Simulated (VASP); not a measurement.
Here is the system:

```
CELL_PARAMETERS angstrom
      0.00000     2.17686     2.17686
      2.17686     0.00000     2.17686
      2.17686     2.17686     0.00000
ATOMIC_POSITIONS crystal
  Ti 0.00000 0.00000 0.00000
  C  0.50000 0.50000 0.50000
```

Method: revPBE GGA, VASP's PBE PAW potentials (set 64) (plane waves; VASP). Numerical set-up: 520 eV cut-off, Gaussian smearing of 0.050 eV, potentials Ti_sv C.

### Question
Give the energies of bands 6 to 11 at the high-symmetry points, in eV from the Fermi level.

### Answer

```csv
band,Γ,X,U,L,W
6,0.67,-3.46,-3.46,-5.80,-3.15
7,0.67,-1.59,-3.36,-2.88,-3.15
8,0.67,-0.08,-1.73,-2.88,-2.70
9,1.63,-0.08,1.42,2.84,2.72
10,1.63,2.61,3.05,2.84,2.72
11,1.63,3.42,3.72,3.99,3.42
```

It has no gap at this level: it comes out as a metal or semimetal.

The compound is TiC in the rock salt structure. It was relaxed first.
